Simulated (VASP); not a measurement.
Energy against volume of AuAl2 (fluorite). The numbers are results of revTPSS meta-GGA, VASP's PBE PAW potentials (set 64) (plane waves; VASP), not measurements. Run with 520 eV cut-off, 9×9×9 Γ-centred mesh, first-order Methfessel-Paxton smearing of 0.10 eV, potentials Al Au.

```csv
V (Å³/atom),E (eV/atom)
17.460,8.86533
18.000,8.85831
18.540,8.86315
19.080,8.87796
```

Fit these four points and predict the energy of the run at 16.920 Å³/atom.

A cubic in V^(−2/3), the third-order Birch-Murnaghan form, passes through the four points with V0 = 18.03 Å³/atom and B0 = 116 GPa, and gives 8.8865 eV/atom there. The run gave 8.8864 eV/atom, -0.1 meV/atom from the fit; all five points give B0 = 116 GPa.

The compound is AuAl2 in the fluorite structure. It was relaxed first.
